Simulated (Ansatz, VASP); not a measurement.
One calculation of Sr3PRh, two programs

```
Sr P Rh
1.0
     5.55212    0.00000    0.00000
     0.00000    5.55212    0.00000
     0.00000    0.00000    5.55212
Sr P Rh
3 1 1
Direct
  0.50000 0.00000 0.00000
  0.00000 0.50000 0.00000
  0.00000 0.00000 0.50000
  0.50000 0.50000 0.50000
  0.00000 0.00000 0.00000
```

Alike in both runs: functional PBE; k mesh 8 × 8 × 8; occupations gaussian, width 0.1 eV; no spin polarisation.

Ansatz relaxed the structure, and its values are those at the end. VASP's run is a single point on that final structure, the one shown.

|  | VASP | Ansatz |
| --- | --- | --- |
| version | VASP 6.6.1 | Ansatz 0.2.0 |
| potentials or method | VASP PAW PBE potentials, release 64 (Sr_sv, P, Rh_pv) | scalar-relativistic, plane waves, PAW |
| plane-wave cutoff (eV) | 520 | 420 |
| valence electrons in the cell | 50 | 52 |

Ansatz gave:

```
gap on the k mesh at the Fermi level (eV) : none
pressure (GPa)                            : 0.0
```

Q: What did VASP give for the same quantities?

A: gap on the k mesh at the Fermi level (eV): none; pressure (GPa): 0.3.

A gap of «none» marks a metal or a gap that the smearing closes. With one functional, cell and mesh, what is left measures potentials, basis and numerics. The two sets of potentials don't hold the same shells in valence.
